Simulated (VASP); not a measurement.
Energy against volume of CdS (wurtzite). Method: PW91 GGA, VASP's PBE PAW potentials (set 64) (plane waves; VASP). Numerical set-up: 520 eV cut-off, 6×6×4 Γ-centred mesh, Gaussian smearing of 0.050 eV, potentials Cd S.

Shape and ions are relaxed at each volume.

```csv
V (Å³/atom),E (eV/atom)
24.582,-3.08027
25.366,-3.09386
26.151,-3.09806
26.936,-3.09434
```

### Question
Fit these four points and predict the energy of the run at 27.720 Å³/atom.

### Answer
A cubic in V^(−2/3), the third-order Birch-Murnaghan form, passes through the four points with V0 = 26.15 Å³/atom and B0 = 54 GPa, and gives -3.0840 eV/atom there. The run gave -3.0839 eV/atom, +0.1 meV/atom from the fit; all five points give B0 = 54 GPa.

The compound is CdS in the wurtzite structure. It was relaxed first.
